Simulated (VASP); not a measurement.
# Cs2AgBiBr6: what each functional gives, and what it costs, part 4 of 6

How far up the ladder of functionals must one climb to get the gap of Cs2AgBiBr6 right? The start is a cell from a database of measured crystal structures.

VASP 6.6.1, plane waves and PAW; the level of theory is named at each step.

Still holding for the runs below: Spin-orbit coupling is off here; with elements this heavy it splits and shifts levels by tenths of an eV or more.

So far, least gap on mesh and path (eV): step 2 (bands, level LDA, k 2×2×2) 1.06; step 3 (bands, level PBEsol, k 2×2×2) 1.14; step 4 (bands, level PBE, k 2×2×2) 1.24; step 5 (bands, level r2SCAN, k 2×2×2) 1.63.

### Step 7. Bands with BLYP, k 2×2×2

This step: BLYP; plane waves and PAW (Cs_sv, Ag, Bi_d, Br) (VASP 6.6.1).

BLYP comes from molecular chemistry and underbinds dense solids.

The input, INCAR:

```
SYSTEM = Cs2AgBiBr6
PREC = Accurate
ENCUT = 400
EDIFF = 1E-06
NELM = 100
ISMEAR = 0
SIGMA = 0.02
LREAL = .FALSE.
ALGO = Normal
GGA = B5
ALDAX = 1
AGGAX = 1
AGGAC = 1
ALDAC = 0
NBANDS = 67
LASPH = .TRUE.
LORBIT = 11
LWAVE = .FALSE.
LCHARG = .FALSE.
NCORE = 8
```

The input, POSCAR:

```
Cs2AgBiBr6
1.0
    0.0000000000      5.6161000000      5.6161000000
    5.6161000000      0.0000000000      5.6161000000
    5.6161000000      5.6161000000      0.0000000000
Cs Ag Bi Br
2 1 1 6
Direct
    0.2500000000      0.2500000000      0.2500000000
    0.7500000000      0.7500000000      0.7500000000
    0.5000000000      0.5000000000      0.5000000000
    0.0000000000      0.0000000000      0.0000000000
    0.2505500000      0.7494500000      0.2505500000
    0.2505500000      0.7494500000      0.7494500000
    0.7494500000      0.2505500000      0.7494500000
    0.7494500000      0.2505500000      0.2505500000
    0.2505500000      0.2505500000      0.7494500000
    0.7494500000      0.7494500000      0.2505500000
```

The input, KPOINTS:

```
Automatic mesh
0
Gamma
2 2 2
0 0 0
```

The input, KPOINTS_OPT:

```
Line mode
12
Line-mode
Reciprocal
  0.00000000   0.00000000   0.00000000 GAMMA
  0.50000000   0.00000000   0.50000000 X

  0.50000000   0.00000000   0.50000000 X
  0.50000000   0.25000000   0.75000000 W

  0.50000000   0.25000000   0.75000000 W
  0.37500000   0.37500000   0.75000000 K

  0.37500000   0.37500000   0.75000000 K
  0.00000000   0.00000000   0.00000000 GAMMA

  0.00000000   0.00000000   0.00000000 GAMMA
  0.50000000   0.50000000   0.50000000 L

  0.50000000   0.50000000   0.50000000 L
  0.62500000   0.25000000   0.62500000 U

  0.62500000   0.25000000   0.62500000 U
  0.50000000   0.25000000   0.75000000 W

  0.50000000   0.25000000   0.75000000 W
  0.50000000   0.50000000   0.50000000 L

  0.50000000   0.50000000   0.50000000 L
  0.37500000   0.37500000   0.75000000 K

  0.62500000   0.25000000   0.62500000 U
  0.50000000   0.00000000   0.50000000 X
```

The projector-augmented-wave data sets are Cs_sv, Ag, Bi_d and Br (PBE family, release 64).

The run is started by

```console
mpirun -np 8 vasp_std
```

What it wrote:

```text
[banner, memory and clock lines left out]
running    8 mpi-ranks, on    1 nodes
[...]
[... a notice as in an earlier step ...]

 [... a notice as in an earlier step ...]

 LDA part: xc-table for (Slater(with rela. corr.)+VWN5), standard interpolation
 POSCAR, INCAR and KPOINTS ok, starting setup
[...]
entering main loop
       N       E                     dE             d eps       ncg     rms          rms(c)
DAV:   1     0.625958648597E+03    0.62596E+03   -0.31301E+04   402   0.918E+02
DAV:   2     0.415982384259E+02   -0.58436E+03   -0.55650E+03   483   0.235E+02
DAV:   3    -0.255114050248E+02   -0.67110E+02   -0.66485E+02   476   0.935E+01
DAV:   4    -0.274620585591E+02   -0.19507E+01   -0.19439E+01   500   0.190E+01
[...]
DAV:  12    -0.258211690609E+02    0.22710E-06   -0.35167E-05   486   0.286E-02    0.891E-03
DAV:  13    -0.258211705376E+02   -0.14768E-05   -0.10402E-05   468   0.111E-02    0.386E-03
DAV:  14    -0.258211706389E+02   -0.10125E-06   -0.10113E-06   332   0.346E-03
   1 F= -.25821171E+02 E0= -.25821171E+02  d E =-.551380E-36
 Start KPOINTS_OPT (optional k-point list driver)
k-point batch [1-3\120]
       N       E                     dE             ncg
DAV:   1     0.221265706192E+03   -0.61150E+03      426
DAV:   2    -0.146497091488E+04   -0.16862E+04      466
DAV:   3    -0.166002003152E+04   -0.19505E+03      484
DAV:   4    -0.166543233069E+04   -0.54123E+01      444
DAV:   5    -0.166558246531E+04   -0.15013E+00      580
DAV:   6    -0.166558538759E+04   -0.29223E-02      460
DAV:   7    -0.166558560555E+04   -0.21796E-03      628
DAV:   8    -0.166558560823E+04   -0.26762E-05      420
DAV:   9    -0.166558560826E+04   -0.28724E-07      316
[...]
k-point batch [118-120\120]
       N       E                     dE             ncg
DAV:   1     0.202071812557E+03   -0.39669E+04      418
DAV:   2    -0.148888063635E+04   -0.16910E+04      480
DAV:   3    -0.167101666313E+04   -0.18214E+03      516
DAV:   4    -0.167559940609E+04   -0.45827E+01      492
DAV:   5    -0.167573103160E+04   -0.13163E+00      612
DAV:   6    -0.167573296394E+04   -0.19323E-02      508
DAV:   7    -0.167573306379E+04   -0.99846E-04      636
DAV:   8    -0.167573306570E+04   -0.19063E-05      452
DAV:   9    -0.167573306582E+04   -0.12918E-06      388
```

Elapsed: 1.8 min, on 8 MPI ranks of Intel Xeon 6975P-C (Granite Rapids), shared host; peak memory 1.3 GiB; 15 min of CPU time.

OUTCAR, selected parts (step 7):

```text
  Total        8.7281001      8.7281001      8.7281001     -0.0000000      0.0000000      0.0000000
  in kB       39.4726066     39.4726066     39.4726066     -0.0000000      0.0000000      0.0000000
  external PRESSURE =      39.4726066 kB  Pullay stress =       0.0000000 kB

 POSITION                                       TOTAL-FORCE (eV/Angst)
 -----------------------------------------------------------------------------------
      2.80805      2.80805      2.80805         0.000000      0.000000      0.000000
      8.42415      8.42415      8.42415        -0.000000     -0.000000     -0.000000
      5.61610      5.61610      5.61610        -0.000000      0.000000     -0.000000
      0.00000      0.00000      0.00000        -0.000000      0.000000     -0.000000
      5.61610      2.81423      5.61610        -0.000000      0.297291      0.000000
      8.41797      5.61610      5.61610        -0.297291      0.000000      0.000000
      5.61610      8.41797      5.61610        -0.000000     -0.297291      0.000000
      2.81423      5.61610      5.61610         0.297291      0.000000      0.000000
      5.61610      5.61610      2.81423        -0.000000      0.000000      0.297291
      5.61610      5.61610      8.41797        -0.000000      0.000000     -0.297291
 -----------------------------------------------------------------------------------
    total drift:                               -0.000000     -0.000000     -0.000000

  FREE ENERGIE OF THE ION-ELECTRON SYSTEM (eV)
  ---------------------------------------------------
  free  energy   TOTEN  =       -25.8211706389 eV

  energy  without entropy=      -25.8211706389  energy(sigma->0) =      -25.82117064

[... 2 parts as in an earlier step ...]

[... 1 further part left out ...]
[key lines of the parts left out:]
E-fermi :   1.9704
```

At this level the cell is under a pressure of 3.9 GPa, so at these settings it is away from equilibrium.

Electronic bands along the path, in eV, zero at the valence-band top; v1 is the highest filled band, c1 the lowest empty one:

```csv
point,v4,v3,v2,v1,c1,c2,c3,c4
Γ,-1.23,-1.23,-0.68,-0.68,2.33,2.33,2.33,3.65
0.55 of the way,-1.54,-1.24,-0.92,-0.68,2.63,2.63,2.74,4.51
X,-1.57,-1.25,-0.68,0.00,2.82,2.82,3.17,4.34
0.45 of the way,-1.57,-1.30,-0.88,-0.06,2.71,2.87,3.13,4.72
W,-1.48,-1.48,-1.28,-0.10,2.62,3.01,3.01,5.26
0.45 of the way,-1.53,-1.42,-1.16,-0.14,2.46,3.06,3.15,5.18
K,-1.55,-1.40,-1.02,-0.21,2.32,3.08,3.30,5.07
0.45 of the way,-1.50,-1.37,-1.28,-0.95,2.00,2.70,3.51,4.58
Γ,-1.23,-1.23,-0.68,-0.68,2.33,2.33,2.33,3.65
0.45 of the way,-1.46,-1.31,-1.03,-1.03,1.86,2.91,2.91,4.13
L,-1.52,-1.38,-1.27,-1.27,1.26,3.69,3.69,4.95
0.45 of the way,-1.53,-1.52,-1.21,-0.75,1.60,3.47,3.61,5.17
U,-1.55,-1.40,-1.02,-0.21,2.32,3.08,3.30,5.07
0.55 of the way,-1.53,-1.42,-1.16,-0.14,2.46,3.06,3.15,5.18
W,-1.48,-1.48,-1.28,-0.10,2.62,3.01,3.01,5.26
0.55 of the way,-1.53,-1.49,-1.24,-0.64,1.70,3.41,3.57,5.23
L,-1.52,-1.38,-1.27,-1.27,1.26,3.69,3.69,4.95
0.55 of the way,-1.52,-1.52,-1.19,-0.63,1.72,3.38,3.57,5.25
K,-1.55,-1.40,-1.02,-0.21,2.32,3.08,3.30,5.07
jump to U,-1.55,-1.40,-1.02,-0.21,2.32,3.08,3.30,5.07
0.55 of the way,-1.57,-1.28,-0.77,-0.04,2.66,2.94,3.15,4.54
X,-1.57,-1.25,-0.68,0.00,2.82,2.82,3.17,4.34
```

Of the projections kept (Cs, Ag, Bi, Br), the largest for each band there; the rest of the weight can lie on other orbitals:

```csv
point,v4,v3,v2,v1,c1,c2,c3,c4
Γ,Br 1.00,Br 1.00,Br 0.52,Br 0.52,Bi 0.56,Bi 0.56,Bi 0.56,Br 0.57
X,Br 0.63,Br 1.00,Br 0.52,Br 0.57,Bi 0.57,Bi 0.57,Bi 0.58,Ag 0.54
W,Br 0.94,Br 0.94,Br 0.50,Br 0.57,Br 0.38,Bi 0.57,Bi 0.57,Br 0.46
K,Br 0.73,Br 0.95,Br 0.55,Br 0.57,Bi 0.44,Bi 0.57,Bi 0.52,Br 0.44
Γ,Br 1.00,Br 1.00,Br 0.52,Br 0.52,Bi 0.56,Bi 0.56,Bi 0.56,Br 0.57
L,Br 0.98,Br 0.80,Br 0.66,Br 0.66,Bi 0.50,Bi 0.48,Bi 0.48,Cs 0.48
```

The gap is 1.26 eV, indirect, from X to L. Against LDA that is +0.20 eV; this run took 0.72 times the core time.

### Step 8. Bands with LAK, k 2×2×2

This step: LAK; plane waves and PAW (Cs_sv, Ag, Bi_d, Br) (VASP 6.6.1).

LAK is a meta-GGA built to open gaps without exact exchange.

Edit INCAR of step 7 so:

```diff
@@ -9,9 +9,5 @@
 ALGO = Normal
-GGA = B5
-ALDAX = 1
-AGGAX = 1
-AGGAC = 1
-ALDAC = 0
+METAGGA = LAK
+LASPH = .TRUE.
 NBANDS = 67
-LASPH = .TRUE.
 LORBIT = 11
```

POSCAR is that of step 7.

KPOINTS is that of step 7.

KPOINTS_OPT is that of step 7.

The run is started by

```console
mpirun -np 8 vasp_std
```

What it wrote:

```text
[... set-up lines as in an earlier step ...]
 entering main loop
       N       E                     dE             d eps       ncg     rms          rms(c)
DAV:   1     0.855782400550E+03    0.85578E+03   -0.30981E+04   402   0.915E+02
DAV:   2     0.279489076543E+03   -0.57629E+03   -0.54623E+03   483   0.235E+02
DAV:   3     0.214694955674E+03   -0.64794E+02   -0.64120E+02   468   0.925E+01
DAV:   4     0.212824353175E+03   -0.18706E+01   -0.18634E+01   500   0.186E+01
[...]
DAV:  15     0.246259605309E+03    0.67905E-05   -0.44353E-06   476   0.883E-03    0.280E-03
DAV:  16     0.246259606556E+03    0.12474E-05   -0.13422E-07   260   0.219E-03    0.797E-04
DAV:  17     0.246259607294E+03    0.73798E-06   -0.52519E-08   228   0.113E-03
   1 F= 0.24625961E+03 E0= 0.24625961E+03  d E =-.253311E-35
 Start KPOINTS_OPT (optional k-point list driver)
k-point batch [1-3\120]
       N       E                     dE             ncg
DAV:   1     0.607323431560E+02   -0.77203E+03      426
DAV:   2    -0.168601981309E+04   -0.17468E+04      474
DAV:   3    -0.187810280849E+04   -0.19208E+03      492
DAV:   4    -0.188297536211E+04   -0.48726E+01      452
DAV:   5    -0.188310456648E+04   -0.12920E+00      572
DAV:   6    -0.188310754657E+04   -0.29801E-02      473
DAV:   7    -0.188310771332E+04   -0.16676E-03      612
DAV:   8    -0.188310771430E+04   -0.97438E-06      417
[...]
k-point batch [118-120\120]
       N       E                     dE             ncg
DAV:   1     0.417632966106E+02   -0.41272E+04      418
DAV:   2    -0.170843792285E+04   -0.17502E+04      480
DAV:   3    -0.188815105404E+04   -0.17971E+03      500
DAV:   4    -0.189265069379E+04   -0.44996E+01      492
DAV:   5    -0.189277674799E+04   -0.12605E+00      580
DAV:   6    -0.189277857530E+04   -0.18273E-02      532
DAV:   7    -0.189277866788E+04   -0.92578E-04      596
DAV:   8    -0.189277866837E+04   -0.49255E-06      468
```

The job ended after 5.8 min (8 MPI ranks; peak memory 1.6 GiB; 46 min of CPU time).

OUTCAR, selected parts (step 8):

```text
  Total        4.9142779      4.9142779      4.9142779     -0.0000000     -0.0000000     -0.0000000
  in kB       22.2246948     22.2246948     22.2246948     -0.0000000     -0.0000000     -0.0000000
  external PRESSURE =      22.2246948 kB  Pullay stress =       0.0000000 kB

 POSITION                                       TOTAL-FORCE (eV/Angst)
 -----------------------------------------------------------------------------------
      2.80805      2.80805      2.80805        -0.000000      0.000000     -0.000000
      8.42415      8.42415      8.42415        -0.000000      0.000000     -0.000000
      5.61610      5.61610      5.61610        -0.000000      0.000000     -0.000000
      0.00000      0.00000      0.00000        -0.000000      0.000000     -0.000000
      5.61610      2.81423      5.61610        -0.000000      0.222336     -0.000000
      8.41797      5.61610      5.61610        -0.222336      0.000000     -0.000000
      5.61610      8.41797      5.61610        -0.000000     -0.222336     -0.000000
      2.81423      5.61610      5.61610         0.222336      0.000000     -0.000000
      5.61610      5.61610      2.81423        -0.000000      0.000000      0.222336
      5.61610      5.61610      8.41797        -0.000000      0.000000     -0.222336
 -----------------------------------------------------------------------------------
    total drift:                                0.000000      0.000000      0.000000

  FREE ENERGIE OF THE ION-ELECTRON SYSTEM (eV)
  ---------------------------------------------------
  free  energy   TOTEN  =       246.2596072942 eV

  energy  without entropy=      246.2596072942  energy(sigma->0) =      246.25960729

[... 2 parts as in an earlier step ...]

[... 1 further part left out ...]
[key lines of the parts left out:]
E-fermi :   1.4731
```

At this level the cell is under a pressure of 2.2 GPa, so at these settings it is away from equilibrium.

The electronic bands at the labelled points (eV, zero at the valence-band top; v1 is the highest filled band, c1 the lowest empty one):

```csv
point,v4,v3,v2,v1,c1,c2,c3,c4
Γ,-1.43,-1.43,-0.72,-0.72,2.91,2.91,2.91,4.09
0.55 of the way,-1.70,-1.44,-0.90,-0.72,3.20,3.20,3.32,4.91
X,-1.69,-1.44,-0.72,0.00,3.39,3.39,3.72,5.19
0.45 of the way,-1.69,-1.50,-0.91,-0.06,3.30,3.43,3.69,5.54
W,-1.66,-1.66,-1.30,-0.11,3.22,3.57,3.57,6.06
0.45 of the way,-1.69,-1.61,-1.20,-0.15,3.06,3.62,3.70,5.91
K,-1.69,-1.59,-1.06,-0.20,2.93,3.64,3.85,5.79
0.45 of the way,-1.69,-1.56,-1.37,-0.92,2.60,3.27,4.03,4.99
Γ,-1.43,-1.43,-0.72,-0.72,2.91,2.91,2.91,4.09
0.45 of the way,-1.62,-1.51,-1.06,-1.06,2.48,3.46,3.46,4.55
L,-1.72,-1.43,-1.36,-1.36,1.93,4.21,4.21,5.40
0.45 of the way,-1.72,-1.70,-1.29,-0.76,2.24,4.00,4.14,5.61
U,-1.69,-1.59,-1.06,-0.20,2.93,3.64,3.85,5.79
0.55 of the way,-1.69,-1.61,-1.20,-0.15,3.06,3.62,3.70,5.91
W,-1.66,-1.66,-1.30,-0.11,3.22,3.57,3.57,6.06
0.55 of the way,-1.70,-1.67,-1.31,-0.65,2.34,3.95,4.10,5.67
L,-1.72,-1.43,-1.36,-1.36,1.93,4.21,4.21,5.40
0.55 of the way,-1.71,-1.69,-1.26,-0.63,2.36,3.92,4.10,5.68
K,-1.69,-1.59,-1.06,-0.20,2.93,3.64,3.85,5.79
jump to U,-1.69,-1.59,-1.06,-0.20,2.93,3.64,3.85,5.79
0.55 of the way,-1.69,-1.47,-0.81,-0.04,3.25,3.50,3.70,5.38
X,-1.69,-1.44,-0.72,0.00,3.39,3.39,3.72,5.19
```

Of the projections kept (Cs, Ag, Bi, Br), the largest for each band there; the rest of the weight can lie on other orbitals:

```csv
point,v4,v3,v2,v1,c1,c2,c3,c4
Γ,Br 1.00,Br 1.00,Ag 0.51,Ag 0.51,Bi 0.57,Bi 0.57,Bi 0.57,Br 0.59
X,Br 0.54,Br 1.00,Ag 0.51,Br 0.54,Bi 0.58,Bi 0.58,Bi 0.59,Ag 0.61
W,Br 0.89,Br 0.88,Ag 0.53,Br 0.54,Bi 0.40,Bi 0.59,Bi 0.59,Ag 0.42
K,Br 0.62,Br 0.97,Ag 0.49,Br 0.54,Bi 0.46,Bi 0.59,Bi 0.54,Br 0.51
Γ,Br 1.00,Br 1.00,Ag 0.51,Ag 0.51,Bi 0.57,Bi 0.57,Bi 0.57,Br 0.59
L,Br 0.98,Br 0.79,Br 0.53,Br 0.53,Bi 0.49,Bi 0.51,Bi 0.51,Br 0.50
```

The gap is 1.93 eV, indirect, from X to L. Against LDA that is +0.87 eV; this run took 2.3 times the core time.

### Step 9. Starting orbitals for the hybrid

This step: PBE; plane waves and PAW (Cs_sv, Ag, Bi_d, Br) (VASP 6.6.1).

A hybrid converges badly from random orbitals, so a cheap semilocal run writes a WAVECAR on the same mesh first.

The input, INCAR:

```
SYSTEM = Cs2AgBiBr6
PREC = Accurate
ENCUT = 400
EDIFF = 1E-05
NELM = 100
ISMEAR = 0
SIGMA = 0.02
LREAL = .FALSE.
ALGO = Normal
GGA = PE
NBANDS = 53
LASPH = .TRUE.
LORBIT = 11
LWAVE = .TRUE.
LCHARG = .FALSE.
NCORE = 8
```

POSCAR is that of step 8.

KPOINTS is that of step 8.

The run is started by

```console
mpirun -np 8 vasp_std
```

What it wrote:

```text
[... set-up lines as in an earlier step ...]
 entering main loop
       N       E                     dE             d eps       ncg     rms          rms(c)
DAV:   1     0.633790603864E+03    0.63379E+03   -0.32239E+04   326   0.116E+03
DAV:   2     0.322030433233E+02   -0.60159E+03   -0.58799E+03   413   0.276E+02
DAV:   3    -0.288682768402E+02   -0.61071E+02   -0.60800E+02   380   0.105E+02
DAV:   4    -0.305500022896E+02   -0.16817E+01   -0.16782E+01   380   0.215E+01
DAV:   5    -0.306087466664E+02   -0.58744E-01   -0.58725E-01   447   0.351E+00    0.805E+00
DAV:   6    -0.293435834578E+02    0.12652E+01   -0.22785E+00   404   0.844E+00    0.540E+00
DAV:   7    -0.292620918085E+02    0.81492E-01   -0.12290E+00   388   0.399E+00    0.235E+00
DAV:   8    -0.292683907504E+02   -0.62989E-02   -0.11211E-01   364   0.169E+00    0.583E-01
DAV:   9    -0.292702661055E+02   -0.18754E-02   -0.93324E-03   372   0.540E-01    0.133E-01
DAV:  10    -0.292710277670E+02   -0.76166E-03   -0.15941E-03   375   0.157E-01    0.848E-02
DAV:  11    -0.292712962103E+02   -0.26844E-03   -0.28680E-04   356   0.744E-02    0.154E-02
DAV:  12    -0.292713187722E+02   -0.22562E-04   -0.32482E-05   359   0.277E-02    0.961E-03
DAV:  13    -0.292713244398E+02   -0.56677E-05   -0.17339E-05   236   0.172E-02
   1 F= -.29271324E+02 E0= -.29271324E+02  d E =-.369188E-31
 writing wavefunctions
```

Wall time 9.4 s (8 MPI ranks); peak memory 1.2 GiB.

Parts of OUTCAR (step 9):

```text
   k-points           NKPTS =      3   k-points in BZ     NKDIM =      3   number of bands    NBANDS=     53

   NELECT =      86.0000    total number of electrons

 E-fermi :   1.6227

 k-point     1 :       0.0000    0.0000    0.0000
  band No.  band energies     occupation
    ...
     39       0.2184      2.00000
     40       0.2184      2.00000
     41       0.2184      2.00000
     42       0.7701      2.00000
     43       0.7701      2.00000
     44       3.7427      0.00000
     45       3.7427      0.00000
     46       3.7427      0.00000
     47       5.0535      0.00000
     48       5.9408      0.00000
    ...

  Total        4.5443124      4.5443124      4.5443124      0.0000000      0.0000000     -0.0000000
  in kB       20.5515354     20.5515354     20.5515354      0.0000000      0.0000000     -0.0000000
  external PRESSURE =      20.5515354 kB  Pullay stress =       0.0000000 kB

 POSITION                                       TOTAL-FORCE (eV/Angst)
 -----------------------------------------------------------------------------------
      2.80805      2.80805      2.80805        -0.000000      0.000000      0.000000
      8.42415      8.42415      8.42415         0.000000     -0.000000      0.000000
      5.61610      5.61610      5.61610         0.000000      0.000000      0.000000
      0.00000      0.00000      0.00000         0.000000      0.000000      0.000000
      5.61610      2.81423      5.61610         0.000000      0.232045      0.000000
      8.41797      5.61610      5.61610        -0.232045      0.000000      0.000000
      5.61610      8.41797      5.61610         0.000000     -0.232045      0.000000
      2.81423      5.61610      5.61610         0.232045      0.000000      0.000000
      5.61610      5.61610      2.81423         0.000000      0.000000      0.232045
      5.61610      5.61610      8.41797         0.000000      0.000000     -0.232045
 -----------------------------------------------------------------------------------
    total drift:                                0.000000      0.000000      0.000000

  FREE ENERGIE OF THE ION-ELECTRON SYSTEM (eV)
  ---------------------------------------------------
  free  energy   TOTEN  =       -29.2713244398 eV

  energy  without entropy=      -29.2713244398  energy(sigma->0) =      -29.27132444

[... 7 parts as in an earlier step ...]

[... 6 further parts left out ...]
```

The gap is read on the k-mesh alone, so it is an upper bound where the band edges lie off the mesh.

A gap read on the k-mesh alone can miss the band edges.

Numbers from this step:

- SCF cycles: 13
- bands: 53
- free energy (TOTEN): -29.27 eV
- Fermi energy: 1.623 eV
- pressure: 2.055 GPa
- least direct gap at k: 0.5, 0, 0
- gap on the k-mesh: 1.236 eV
- least direct gap on the k-mesh: 2.517 eV

Force by atom:

```csv
atom,x (eV/Å),y (eV/Å),z (eV/Å),size
Cs1,0.000,0.000,0.000,0.000
Cs2,0.000,0.000,0.000,0.000
Ag3,0.000,0.000,0.000,0.000
Bi4,0.000,0.000,0.000,0.000
Br5,0.000,0.232,0.000,0.232
Br6,-0.232,0.000,0.000,0.232
Br7,0.000,-0.232,0.000,0.232
Br8,0.232,0.000,0.000,0.232
Br9,0.000,0.000,0.232,0.232
Br10,0.000,0.000,-0.232,0.232
```

[end of part 4 of 6]

[Lines on the potential files, build, host, timing and source positions are cut from VASP's logs without a mark.]

[Logs are printed without paths, hosts, clocks, repeated set-up lines and the standing remarks that a program may print on its own settings, such as how far it seeks lower states.]

[Hosts, paths, dates, database ids (printed as entryN), source tags and the programs' standing remarks are cut or masked in the printed files.]

[A measured line is paired with the nearest computed mode of its activity, which favours agreement.]
